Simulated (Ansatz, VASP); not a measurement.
# Zn11Ge23O57 (glassy 68GeO2-32ZnO (mol %)) in two plane-wave programs, part 2 of 2

Wanted: the spread between two codes on one cell, functional and k mesh. Of the first pair: The structure shown is the start of the Ansatz relaxation below; VASP solves that cell, so the two are compared at the walk's first step.

VASP 6.6.1 and Ansatz 0.2.0.

So far. Step 3 (VASP: single point, PBE, start cell, pair 1): The run ends at a pressure of 1.26 GPa, with forces up to 0.33 eV/Å. Step 6 (VASP: single point, PBE, relaxed atoms in a fixed cell …): The run ends at a pressure of 0.33 GPa, with forces up to 0.12 eV/Å.

### Step 7. Side by side

What differs besides the data sets and the points named for the pairs above, as far as they apply: the cutoff is 420 eV in Ansatz and 600 eV in VASP (PREC = Accurate, projectors in real space). Total energies have different zeros and are not compared.

The two programs side by side:

| quantity | Ansatz | VASP | difference |
| --- | --- | --- | --- |
| pressure (GPa) | 0.54 | 0.33 | +0.22 |
| gap on the k mesh (eV) | 1.672 | 1.640 | +0.032 |

Forces on 7 of the 91 atoms, those with the largest forces and the largest differences (eV/Å; atoms numbered as in POSCAR):

| atom | Ansatz x, y, z | VASP x, y, z |
| --- | --- | --- |
| O38 | -0.001, -0.001, 0.005 | -0.006, -0.012, -0.110 |
| O43 | 0.000, -0.006, 0.000 | -0.096, 0.012, -0.003 |
| O55 | -0.003, -0.004, 0.001 | -0.063, -0.042, 0.070 |
| O69 | -0.003, 0.000, 0.000 | -0.043, 0.074, 0.071 |
| O74 | 0.002, 0.000, -0.001 | 0.053, 0.011, 0.076 |
| O80 | -0.001, 0.000, 0.005 | -0.040, -0.066, 0.092 |
| O82 | -0.004, -0.005, 0.001 | 0.044, -0.083, 0.008 |

The forces differ by 29 meV/Å r.m.s., where the r.m.s. force is 0.004 eV/Å in Ansatz and 0.030 eV/Å in VASP: the atoms lie near their places of rest in Ansatz, so a percentage would say little (all taken over all components). A gap on the mesh is an upper bound, since the band edges may lie between its points.

### Step 8. VASP: single point, PBE, pair 3

With cell and atoms fixed, the geometry can't cause a difference; cores, projectors, grids and the points listed under the comparison can. The cell compared in this pair holds 1306.84 Å³, against 1293.78 Å³ for the pair before.

INCAR

```
SYSTEM = Zn11Ge23O57
PREC = Accurate
ENCUT = 600
EDIFF = 1E-06
NELM = 120
ISMEAR = 0
SIGMA = 0.05
LREAL = Auto
ALGO = Normal
GGA = PE
NBANDS = 464
LORBIT = 11
LWAVE = .FALSE.
LCHARG = .FALSE.
ISIF = 2
LASPH = .TRUE.
GGA_COMPAT = .FALSE.
EFERMI = MIDGAP
NCORE = 2
```

POSCAR

```
Zn11Ge23O57
1.0
   11.0338700000     -0.0807400000      0.2786800000
   -0.0807400000     10.8210200000      0.1792200000
    0.2786800000      0.1792200000     10.9559700000
Ge Zn O
23 11 57
Direct
    0.5903700000      0.0027800000      0.0887900000
    0.5675700000      0.5445800000      0.2989000000
    0.0332200000      0.6749000000      0.8159900000
    0.3401100000      0.9568500000      0.4600100000
    0.5308800000      0.7101800000      0.7662000000
    0.3947600000      0.3973500000      0.1081600000
    0.9435800000      0.2689200000      0.0421000000
    0.8772600000      0.8659100000      0.4044700000
    0.0428100000      0.5865800000      0.3085600000
    0.8159300000      0.0614300000      0.8905100000
    0.4255600000      0.5017900000      0.5759900000
    0.1208700000      0.4901200000      0.0408800000
    0.8157100000      0.3961700000      0.2604200000
    0.5305000000      0.2292700000      0.6477800000
    0.7617600000      0.3875900000      0.7291000000
    0.7262800000      0.7587000000      0.1523700000
    0.9784600000      0.1587400000      0.3400500000
    0.2683400000      0.1829900000      0.2819800000
    0.0132100000      0.2098000000      0.6428300000
    0.7595600000      0.6073400000      0.9091300000
    0.1701400000      0.8151700000      0.2601100000
    0.2880600000      0.9720700000      0.0654800000
    0.1284800000      0.4858400000      0.5910800000
    0.6251500000      0.8032400000      0.4879800000
    0.5043500000      0.1828600000      0.9123700000
    0.8399800000      0.5711400000      0.4955900000
    0.8141500000      0.8350800000      0.6832900000
    0.0760900000      0.9700000000      0.8744000000
    0.6013700000      0.0553100000      0.3882900000
    0.3600500000      0.9624900000      0.7679100000
[... 55 atom lines left out ...]
    0.0146800000      0.7531000000      0.3209200000
    0.6560600000      0.4117200000      0.2946900000
    0.3337500000      0.8369800000      0.1616900000
    0.8347400000      0.3730000000      0.1025100000
    0.8733500000      0.5394400000      0.3132100000
    0.0971700000      0.8169900000      0.7726800000
```

KPOINTS

```
Automatic mesh
0
Gamma
1 1 1
0 0 0
```

PAW data sets: Ge_d, Zn and O (PBE family, release 64).

The run is started by

```bash
> mpirun -np 8 vasp_gam
```

Numbers of over 12 decimals in the logs are rounded to 6 here.

What it wrote:

```text
[... set-up lines as in an earlier step ...]
 entering main loop
       N       E                     dE             d eps       ncg     rms          rms(c)
DAV:   1     0.262510918493E+05    0.26251E+05   -0.29538E+05  1136   0.477E+03
DAV:   2     0.634878897250E+04   -0.19902E+05   -0.18656E+05   928   0.134E+03
DAV:   3     0.461337109113E+03   -0.58875E+04   -0.55214E+04   976   0.432E+02
DAV:   4    -0.551997086142E+03   -0.10133E+04   -0.98849E+03  1032   0.194E+02
[...]
DAV:  19    -0.534865956499E+03    0.80121E-06   -0.39423E-05  1376   0.279E-02    0.776E-03
DAV:  20    -0.534865955907E+03    0.59212E-06   -0.13566E-05  1176   0.172E-02    0.441E-03
DAV:  21    -0.534865955518E+03    0.38931E-06   -0.56331E-06   952   0.126E-02
   1 F= -.53486596E+03 E0= -.53486596E+03  d E =-.158281-115
```

OUTCAR, selected parts (step 8):

```text
  FREE ENERGIE OF THE ION-ELECTRON SYSTEM (eV)
  ---------------------------------------------------
  free  energy   TOTEN  =      -534.8659555178 eV

  energy  without entropy=     -534.8659555178  energy(sigma->0) =     -534.86595552
```

The run ends at a pressure of -0.23 GPa, with forces up to 0.13 eV/Å.

### Step 9. Ansatz: single point, PBE, pair 3

The same cell, functional, mesh and smearing now go to Ansatz, which takes its cutoff from its data sets.

The cell is taken from a series of runs on this material, whose earlier steps may have relaxed, scaled, displaced or heated it; both programs get it as it stands.

input.yaml

```yaml
crystal:
  lattice:
    - [11.03387, -0.08074, 0.27868]
    - [-0.08074, 10.82102, 0.17922]
    - [0.27868, 0.17922, 10.95597]
  atoms:
    - { symbol: Ge, position: [0.59037, 0.00278, 0.08879] }
    - { symbol: Ge, position: [0.56757, 0.54458, 0.2989] }
    - { symbol: Ge, position: [0.03322, 0.6749, 0.81599] }
    - { symbol: Ge, position: [0.34011, 0.95685, 0.46001] }
    - { symbol: Ge, position: [0.53088, 0.71018, 0.7662] }
    - { symbol: Ge, position: [0.39476, 0.39735, 0.10816] }
    - { symbol: Ge, position: [0.94358, 0.26892, 0.0421] }
    - { symbol: Ge, position: [0.87726, 0.86591, 0.40447] }
    - { symbol: Ge, position: [0.04281, 0.58658, 0.30856] }
    - { symbol: Ge, position: [0.81593, 0.06143, 0.89051] }
    - { symbol: Ge, position: [0.42556, 0.50179, 0.57599] }
    - { symbol: Ge, position: [0.12087, 0.49012, 0.04088] }
    - { symbol: Ge, position: [0.81571, 0.39617, 0.26042] }
    - { symbol: Ge, position: [0.5305, 0.22927, 0.64778] }
    - { symbol: Ge, position: [0.76176, 0.38759, 0.7291] }
    - { symbol: Ge, position: [0.72628, 0.7587, 0.15237] }
    - { symbol: Ge, position: [0.97846, 0.15874, 0.34005] }
    - { symbol: Ge, position: [0.26834, 0.18299, 0.28198] }
    - { symbol: Ge, position: [0.01321, 0.2098, 0.64283] }
    - { symbol: Ge, position: [0.75956, 0.60734, 0.90913] }
    - { symbol: Ge, position: [0.17014, 0.81517, 0.26011] }
    - { symbol: Ge, position: [0.28806, 0.97207, 0.06548] }
    - { symbol: Ge, position: [0.12848, 0.48584, 0.59108] }
    - { symbol: Zn, position: [0.62515, 0.80324, 0.48798] }
    - { symbol: Zn, position: [0.50435, 0.18286, 0.91237] }
    - { symbol: Zn, position: [0.83998, 0.57114, 0.49559] }
    - { symbol: Zn, position: [0.81415, 0.83508, 0.68329] }
    - { symbol: Zn, position: [0.07609, 0.97, 0.8744] }
    - { symbol: Zn, position: [0.60137, 0.05531, 0.38829] }
    - { symbol: Zn, position: [0.36005, 0.96249, 0.76791] }
[... 55 atom lines left out ...]
    - { symbol: O, position: [0.01468, 0.7531, 0.32092] }
    - { symbol: O, position: [0.65606, 0.41172, 0.29469] }
    - { symbol: O, position: [0.33375, 0.83698, 0.16169] }
    - { symbol: O, position: [0.83474, 0.373, 0.10251] }
    - { symbol: O, position: [0.87335, 0.53944, 0.31321] }
    - { symbol: O, position: [0.09717, 0.81699, 0.77268] }
kpoints:
  mp_grid: { grid: [1, 1, 1] }
hamiltonian:
  xc: pbe
  pseudopotentials: { kind: paw, azcp: { folder: soft_1 } }
scf:
  occupations: { method: gaussian, width: 0.05 }
output:
  forces: true
  stress: true
  populations: true
  dos:
    method: { smearing: { sigma: 0.08 } }
    de: 0.1
    projected: { site_lists: { Ge: [Ge], O: [O], Zn: [Zn] } }
  eigenvalues: true
  write_density: true
  write_potential: true
  volumetric_format: npy
  elf: true
```

The run is started by

```bash
> ansatz run input.yaml --threads 4 --pin off --max-ram 8192MiB --backend cpu --events-out ev --progress --plain --runs-dir out
```

What it wrote:

```text
[...]
Crystal: 91 atoms, lattice volume = 1306.844 Å³
Basis set: ecut = 420 eV, 25557 PW (Γ), exchange–correlation on 150×150×150 points (8 copies of the dense FFT grid, shifted against one another)
Bands: 489, of which v1, the nominal top of the filled ones, is band 398 counted from 1 (397 counted from 0)
Symmetry: 1 space group operations
[...]
k-points: 1
[...]
--- Löwdin populations: 91 sites ---
  site symbol       q [e]
     0     Ge     12.5752
     1     Ge     12.5106
     2     Ge     12.5227
     3     Ge     12.5674
     4     Ge     12.5501
     5     Ge     12.5381
     6     Ge     12.5243
     7     Ge     12.6407
[...]
87      O      6.8270
    88      O      6.6585
    89      O      6.7668
    90      O      6.9267
  spilling = 0.006637 (of n_electrons = 796.000000)
[key lines of the parts left out:]
SCF converged after 14 iterations
Free energy (F): -167631.917894 eV
Fermi energy:    5.247016 eV
P = ⅓ Tr σ = -0.0075 GPa (-0.075 kbar)
```

### Step 10. Differences

The two programs side by side:

| quantity | Ansatz | VASP | difference |
| --- | --- | --- | --- |
| pressure (GPa) | -0.01 | -0.23 | +0.22 |
| gap on the k mesh (eV) | 1.656 | 1.624 | +0.031 |

Forces on 7 of the 91 atoms, those with the largest forces and the largest differences (eV/Å; atoms numbered as in POSCAR):

```csv
atom,"Ansatz x, y, z","VASP x, y, z"
O38,"-0.002, -0.003, 0.002","-0.008, -0.017, -0.114"
O43,"0.001, -0.005, 0.001","-0.093, 0.013, -0.002"
O55,"-0.006, -0.008, 0.001","-0.066, -0.046, 0.071"
O69,"-0.007, 0.004, 0.012","-0.048, 0.080, 0.084"
O74,"-0.008, -0.006, 0.016","0.040, 0.003, 0.087"
O80,"-0.009, 0.002, 0.004","-0.048, -0.066, 0.094"
O82,"0.011, 0.000, 0.001","0.060, -0.078, 0.007"
```

The forces differ by 29 meV/Å r.m.s., where the r.m.s. force is 0.008 eV/Å in Ansatz and 0.031 eV/Å in VASP: the atoms lie near their places of rest in Ansatz, so a percentage would say little (all taken over all components). A gap on the mesh is an upper bound, since the band edges may lie between its points.

### Step 11. Results

| Quantity | Value |
| --- | --- |
| r.m.s. force difference (single point, PBE, start cell, pair 1) | 30 meV/Å |
| r.m.s. force difference (single point, PBE, relaxed atoms in a fixed cell, pair 2) | 29 meV/Å |
| r.m.s. force difference (single point, PBE, pair 3) | 29 meV/Å |

**Reading.** The r.m.s. force difference is 30 meV/Å (single point, PBE, start cell, pair 1), beyond the 12 meV/Å picked in this series as the mark of a large difference. What causes the difference of the single point, PBE, start cell, pair 1 pair stays open here. What causes the difference of the single point, PBE, relaxed atoms in a fixed cell, pair 2 pair stays open here. What causes the difference of the single point, PBE, pair 3 pair stays open here. Such differences can come from data sets, numerical settings and the points named under the comparisons, not from the functional's error against experiment.

[Lines on the potential files, build, host, timing and source positions are cut from VASP's logs without a mark.]

[Logs are printed without paths, hosts, clocks, repeated set-up lines and the standing remarks that a program may print on its own settings, such as how far it seeks lower states.]

[Hosts, paths, dates, database ids (printed as entryN), source tags and the programs' standing remarks are cut or masked in the printed files.]
